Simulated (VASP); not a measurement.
# BeCr3 (Pm-3m) in VASP: further runs, part 2 of 4

VASP 6.6.1. Earlier steps stand in the parts before.

## Step 3: Relaxation of cell and atoms, MS2, collinear spin, ferromagnetic start

Contents of INCAR:

```
PREC = Accurate
ENCUT = 600
EDIFF = 1E-7
ISMEAR = 1
SIGMA = 0.1
LREAL = False
LASPH = True
NELM = 120
ALGO = Normal
ISIF = 3
LWAVE = False
LCHARG = False
ISPIN = 2
MAGMOM = 3 3 3 0
LORBIT = 11
LMAXMIX = 4
METAGGA = MS2
LMIXTAU = True
IBRION = 2
NSW = 40
EDIFFG = -0.01
```

Contents of KPOINTS:

```
regular mesh
0
Gamma
  8 8 8
```

Contents of POSCAR:

```
BeCr3
1.0
    3.5112140000      0.0000000000      0.0000000000
    0.0000000000      3.5112140000      0.0000000000
    0.0000000000      0.0000000000      3.5112140000
Cr Be
3 1
Direct
    0.5000000000      0.5000000000      0.0000000000
    0.5000000000      0.0000000000      0.5000000000
    0.0000000000      0.5000000000      0.5000000000
    0.0000000000      0.0000000000      0.0000000000
```

Potentials or basis: VASP PAW PBE potentials, release 64 (Cr_pv, Be).

The run is started by

```bash
> cat potpaw_PBE.64/Cr_pv/POTCAR potpaw_PBE.64/Be/POTCAR > POTCAR
> mpirun -np 1 vasp_std > vasp.out
```

OUTCAR:

```text
PREC = Accurate
   ENCUT = 600
   EDIFF = 1E-7
   ISMEAR = 1
   LREAL = False
   LASPH = True
   NELM = 120
   ISIF = 3
   ISPIN = 2
   LORBIT = 11
   METAGGA = MS2
   IBRION = 2
   NSW = 40
   EDIFFG = -0.01

 ion  position               nearest neighbor table
   1  0.500  0.500  0.000-   2 2.48   3 2.48   4 2.48   2 2.48   3 2.48   2 2.48   4 2.48   2 2.48
                             3 2.48   4 2.48   3 2.48   4 2.48
   2  0.500  0.000  0.500-   1 2.48   3 2.48   4 2.48   1 2.48   4 2.48   1 2.48   3 2.48   1 2.48
                             3 2.48   4 2.48   4 2.48   3 2.48
   3  0.000  0.500  0.500-   1 2.48   2 2.48   4 2.48   1 2.48   4 2.48   2 2.48   4 2.48   4 2.48
                             1 2.48   2 2.48   1 2.48   2 2.48
   4  0.000  0.000  0.000-   1 2.48   2 2.48   3 2.48   2 2.48   3 2.48   1 2.48   3 2.48   3 2.48
                             1 2.48   2 2.48   2 2.48   1 2.48

  LATTYP: Found a simple cubic cell.
 ALAT       =     3.5112140000

  Lattice vectors:

 A1 = (   3.5112140000,   0.0000000000,   0.0000000000)
 A2 = (   0.0000000000,   3.5112140000,   0.0000000000)
 A3 = (   0.0000000000,   0.0000000000,   3.5112140000)

Analysis of symmetry for initial positions (statically):
=====================================================================
 Subroutine PRICEL returns:
 Original cell was already a primitive cell.

 Routine SETGRP: Setting up the symmetry group for a
 simple cubic supercell.

 Subroutine GETGRP returns: Found 48 space group operations
 (whereof 48 operations were pure point group operations)
 out of a pool of 48 trial point group operations.

The static configuration has the point symmetry O_h .

Analysis of symmetry for dynamics (positions and initial velocities):
=====================================================================
 Subroutine PRICEL returns:
 Original cell was already a primitive cell.

 Routine SETGRP: Setting up the symmetry group for a
 simple cubic supercell.

 Subroutine GETGRP returns: Found 48 space group operations
 (whereof 48 operations were pure point group operations)
 out of a pool of 48 trial point group operations.

The dynamic configuration has the point symmetry O_h .

Analysis of structural, dynamic, and magnetic symmetry:
=====================================================================
 Subroutine PRICEL returns:
 Original cell was already a primitive cell.

 Routine SETGRP: Setting up the symmetry group for a
 simple cubic supercell.

 Subroutine GETGRP returns: Found 48 space group operations
 (whereof 48 operations were pure point group operations)
 out of a pool of 48 trial point group operations.

The overall configuration has the point symmetry O_h .

 Subroutine INISYM returns: Found 48 space group operations
 (whereof 48 operations are pure point group operations),
 and found     1 'primitive' translations

----------------------------------------------------------------------------------------

                                     Primitive cell

  volume of cell :      43.2884

  direct lattice vectors                    reciprocal lattice vectors
     3.511214000  0.000000000  0.000000000     0.284801781  0.000000000  0.000000000
     0.000000000  3.511214000  0.000000000     0.000000000  0.284801781  0.000000000
     0.000000000  0.000000000  3.511214000     0.000000000  0.000000000  0.284801781

  length of vectors
     3.511214000  3.511214000  3.511214000     0.284801781  0.284801781  0.284801781

  position of ions in fractional coordinates (direct lattice)
[... 62 lines left out ...]
  0.375000  0.375000  0.125000     24.000000
  0.500000  0.375000  0.125000     24.000000
 [... further k-points ...]
   k-points           NKPTS =     35   k-points in BZ     NKDIM =     35   number of bands    NBANDS=     28
   number of dos      NEDOS =    301   number of ions     NIONS =      4
   total plane-waves  NPLWV =  21952
   dimension x,y,z NGX =    28 NGY =   28 NGZ =   28
   dimension x,y,z NGXF=    56 NGYF=   56 NGZF=   56
   ions per type =               3   1
   NGX,Y,Z   is equivalent  to a cutoff of  13.26, 13.26, 13.26 a.u.
   NGXF,Y,Z  is equivalent  to a cutoff of  26.51, 26.51, 26.51 a.u.
 SYSTEM =  unknown system
   PREC   = accura    normal or accurate (medium, high low for compatibility)
   ISTART =      0    job   : 0-new  1-cont  2-samecut
   ICHARG =      2    charge: 1-file 2-atom 10-const
   ISPIN  =      2    spin polarized calculation?
   LNONCOLLINEAR =      F non collinear calculations
   LSORBIT =      F    spin-orbit coupling
   LASPH  =      T    aspherical Exc in radial PAW
   ENCUT  =  600.0 eV  44.10 Ry    6.64 a.u.   7.01  7.01  7.01*2*pi/ulx,y,z
   NELM   =    120;   NELMIN=  2; NELMDL= -5     # of ELM steps
   EDIFF  = 0.1E-06   stopping-criterion for ELM
   LREAL  =      F    real-space projection
   EDIFFG = -.1E-01   stopping-criterion for IOM
   NSW    =     40    number of steps for IOM
   IBRION =      2    ionic relax: 0-MD 1-quasi-New 2-CG
   NFREE  =      1    steps in history (QN), initial steepest desc. (CG)
   ISIF   =      3    stress and relaxation
   ISYM   =      2    0-nonsym 1-usesym 2-fastsym
   POTIM  = 0.5000    time-step for ionic-motion
   TEBEG  =    0.0;   TEEND  =   0.0 temperature during run
   PSTRESS=    0.0 pullay stress
   NELECT =      38.0000    total number of electrons
   NUPDOWN=      -1.0000    fix difference up-down
   EMIN   =  10.00;   EMAX   =-10.00  energy-range for DOS
   EFERMI =   0.00;   METHOD = LEGACY
   ISMEAR =     1;   SIGMA  =   0.10  broadening in eV -4-tet -1-fermi 0-gaus
   EFERMI_NEDOS =   21; number of points for ismear=-14 and -15
   IALGO  =     38    algorithm
   IMIX   =      4    mixing-type and parameters
     AMIX     =   0.40;   BMIX     =  1.00
     AMIX_MAG =   1.60;   BMIX_MAG =  1.00
  volume/ion in A,a.u.               =      10.82        73.03
  Fermi-wavevector in a.u.,A,eV,Ry     =   1.567516  2.962176 33.430975  2.457107
  Thomas-Fermi vector in A             =   2.669684
   LORBIT       =     11    0 simple, 1 ext, 2 COOP (PROOUT), +10 PAW based schemes
   METAGGA = MS2    functional components
   LHFCALC =     F    Hartree Fock is set to
   AEXX    =    0.0000 exact exchange contribution
   IVDW    =     0    specifies the selected vdW correction
   LEPSILON=     F    determine dielectric tensor
   LRPA    =     F    only Hartree local field effects (RPA)
 conjugate gradient relaxation of ions
 spin polarized calculation
 Methfessel and Paxton  Order N= 1 SIGMA  =   0.10
  energy-cutoff  :      600.00
  volume of cell :       43.29
 maximum number of plane-waves:      1472
   NGX = 15   NGY = 15   NGZ = 15

--------------------------------------- Ionic step        1  -------------------------------------------

 number of electron      37.9999983 magnetization      -0.0007241

 number of electron      37.9999983 magnetization       0.0000045

 Free energy of the ion-electron system (eV)
  ---------------------------------------------------
  ext. energy  EPLUGINS =         0.00000000
  ---------------------------------------------------
  free energy    TOTEN  =       -45.56993454 eV

  energy without entropy =      -45.56761967  energy(sigma->0) =      -45.56916292

 E-fermi :   9.8904     XC(G=0): -13.8230

 val. band max:        9.8766622522   @ k =   0.3750   0.2500   0.0000
 cond. band min:       9.9037541314   @ k =   0.3750   0.2500   0.0000
 fundamental gap:      0.0270918792
 Fermi energy:         9.8903552501

 spin component 1

 k-point     1 :       0.0000    0.0000    0.0000
  band No.  band energies     occupation
      1     -34.7760      1.00000
      2     -34.7755      1.00000
      3     -34.7754      1.00000
      4     -34.3505      1.00000
      5     -34.3504      1.00000
      6     -34.3504      1.00000
[... 1602 lines left out ...]
 number of electron      38.0000009 magnetization      -0.0000000

 number of electron      38.0000009 magnetization       0.0000000

 Free energy of the ion-electron system (eV)
  ---------------------------------------------------
  ext. energy  EPLUGINS =         0.00000000
  ---------------------------------------------------
  free energy    TOTEN  =       -45.59010249 eV

  energy without entropy =      -45.58807554  energy(sigma->0) =      -45.58942684

 E-fermi :  10.2118     XC(G=0): -13.9597

 val. band max:       10.1886980857   @ k =   0.3750   0.2500   0.0000
 cond. band min:      10.2291374246   @ k =   0.3750   0.2500   0.0000
 fundamental gap:      0.0404393389
 Fermi energy:        10.2118099559

 spin component 1

 k-point     1 :       0.0000    0.0000    0.0000
  band No.  band energies     occupation
      1     -34.4830      1.00000
      2     -34.4824      1.00000
      3     -34.4823      1.00000
      4     -34.0170      1.00000
      5     -34.0169      1.00000
      6     -34.0168      1.00000
[... 1514 lines left out ...]
  FREE ENERGIE OF THE ION-ELECTRON SYSTEM (eV)
  ---------------------------------------------------
  free  energy   TOTEN  =       -45.5901024920 eV

  energy  without entropy=      -45.5880755436  energy(sigma->0) =      -45.58942684

 reached required accuracy - stopping structural energy minimisation

 total charge

# of ion       s       p       d       tot
------------------------------------------
    1        0.944   6.403   4.243  11.590
    2        0.944   6.403   4.243  11.590
    3        0.944   6.403   4.243  11.590
    4        0.457   0.758   0.000   1.215
--------------------------------------------------
tot          3.290  19.967  12.728  35.985

 magnetization (x)

# of ion       s       p       d       tot
------------------------------------------
    1       -0.000   0.000  -0.000  -0.000
    2       -0.000   0.000  -0.000  -0.000
    3       -0.000   0.000  -0.000  -0.000
    4       -0.000  -0.000   0.000  -0.000
--------------------------------------------------
tot         -0.000   0.000  -0.000  -0.000
```

CONTCAR:

```text
BeCr3
   1.00000000000000
     3.4831582421215770    0.0000000000000000    0.0000000000000000
     0.0000000000000000    3.4831582421215770    0.0000000000000000
    -0.0000000000000000   -0.0000000000000000    3.4831582421215770
  Cr              Be
     3     1
Direct
     0.5000000000000000    0.5000000000000000    0.0000000000000000
     0.5000000000000000    0.0000000000000000    0.5000000000000000
     0.0000000000000000    0.5000000000000000    0.5000000000000000
     0.0000000000000000    0.0000000000000000    0.0000000000000000

  0.00000000E+00  0.00000000E+00  0.00000000E+00
  0.00000000E+00  0.00000000E+00  0.00000000E+00
  0.00000000E+00  0.00000000E+00  0.00000000E+00
  0.00000000E+00  0.00000000E+00  0.00000000E+00
```

Run time: 22 min. Hardware: 1 thread of Intel Xeon Platinum 8259CL at 2.50GHz (Skylake/Cascade Lake), shared host; peak memory 0.24 GiB.

Results:

```
Free energy                                           : -45.5901 eV
Relaxed volume                                        : 10.56 Å³/atom
Relaxed cell                                          : a = 3.483 Å, b = 3.483 Å, c = 3.483 Å, α = 90.00°, β = 90.00°, γ = 90.00°
Space group after relaxing (to 0.05 Å)                : Pm-3m (No. 221)
Energy gained by relaxing                             : 5.0 meV/atom
Ionic steps                                           : 4
Pressure after relaxing                               : 0.0 GPa
Band gap on the k mesh                                : none (metal or under the smearing width)
Net moment                                            : 0.00 μB per cell
Valence electrons inside the program's atomic spheres : Cr 11.59; Be 1.22
```

The path:
```csv
step,energy change (eV),largest force (eV/Å),pressure (GPa),volume (Å³)
1,0.0000,0.0000,-5.25,43.29
2,-0.0007,0.0000,6.49,41.10
3,-0.0203,0.0000,0.69,42.13
4,-0.0202,0.0000,0.00,42.26
```

Final structure:
```
Cr Be
1.0
     3.48316    0.00000    0.00000
     0.00000    3.48316    0.00000
     0.00000    0.00000    3.48316
Cr Be
3 1
Direct
  0.50000 0.50000 0.00000
  0.50000 0.00000 0.50000
  0.00000 0.50000 0.50000
  0.00000 0.00000 0.00000
```

Levels at points of the mesh, in eV from the Fermi level:
Spin up:
```csv
k point,band 15,band 16,band 17,band 18,band 19,band 20,band 21,band 22,band 23,band 24
"(0.00, 0.00, 0.00)",-3.25,-3.25,0.79,0.79,0.79,1.70,1.70,1.70,2.45,2.45
"(0.50, 0.00, 0.00)",-2.59,-1.58,-1.07,-1.07,-0.18,0.11,0.67,0.67,0.83,1.13
"(0.50, 0.50, 0.00)",-2.18,-1.87,-1.87,-0.92,-0.92,0.33,0.67,0.67,0.89,1.39
"(0.50, 0.50, 0.50)",-1.13,-1.13,-1.02,-1.02,-1.02,0.90,1.00,1.00,1.00,1.50
```
Spin down:
| k point | band 15 | band 16 | band 17 | band 18 | band 19 | band 20 | band 21 | band 22 | band 23 | band 24 |
| --- | --- | --- | --- | --- | --- | --- | --- | --- | --- | --- |
| (0.00, 0.00, 0.00) | -3.25 | -3.25 | 0.79 | 0.79 | 0.79 | 1.70 | 1.70 | 1.70 | 2.45 | 2.45 |
| (0.50, 0.00, 0.00) | -2.59 | -1.58 | -1.07 | -1.07 | -0.18 | 0.11 | 0.67 | 0.67 | 0.83 | 1.13 |
| (0.50, 0.50, 0.00) | -2.18 | -1.87 | -1.87 | -0.92 | -0.92 | 0.33 | 0.67 | 0.67 | 0.89 | 1.39 |
| (0.50, 0.50, 0.50) | -1.13 | -1.13 | -1.02 | -1.02 | -1.02 | 0.90 | 1.00 | 1.00 | 1.00 | 1.50 |

Caveat: the starting moments collapsed, and a magnetic state may lie lower; the PAW data sets were made with another functional, which shifts forces and pressure a little.

(Continued in part 3 of 4.)
